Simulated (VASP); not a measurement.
Given:

```
HfO4Si
1.0
   -3.27878     3.27878     2.98235
    3.27878    -3.27878     2.98235
    3.27878     3.27878    -2.98235
Hf Si O
2 2 8
Direct
  0.00000   0.00000   0.00000
  0.75000   0.25000   0.50000
  0.25000   0.75000   0.50000
  0.50000   0.50000   0.00000
  0.13405   0.31910   0.81495
  0.06910   0.75415   0.68505
  0.50415   0.31910   0.18505
  0.06910   0.38405   0.31495
  0.61595   0.93090   0.68505
  0.68090   0.86595   0.18505
  0.24585   0.93090   0.31495
  0.68090   0.49585   0.81495
```

Level of theory: r2SCAN meta-GGA, VASP's PBE PAW potentials (set 64) (plane waves; VASP). Numerical set-up: 520 eV cut-off, 6×6×6 Γ-centred mesh, tetrahedra with Blöchl corrections, potentials Hf_pv Si O.

The cores are frozen, which limits the accuracy of field gradients.

Q: Give the principal components of the electric field gradient (V/Å²) and the asymmetry η at each nucleus.

A: 
```
atom    Vxx    Vyy    Vzz     η
----  -----  -----  -----  ----
Hf1   -67.0  -67.0  134.0  0.00
Hf2   -67.0  -67.0  134.0  0.00
Si3    12.0   12.0  -24.0  0.00
Si4    12.0   12.0  -24.0  0.00
O5    -40.8   -3.5   44.3  0.84
O6    -40.8   -3.5   44.4  0.84
O7    -40.8   -3.5   44.4  0.84
O8    -40.8   -3.5   44.3  0.84
O9    -40.8   -3.5   44.3  0.84
O10   -40.8   -3.5   44.3  0.84
O11   -40.8   -3.5   44.4  0.84
O12   -40.8   -3.5   44.4  0.84
```

The structure comes from a computed database's HfSiO4 entry (I4_1/amd); how it stands against other phases isn't given here. It was relaxed first.
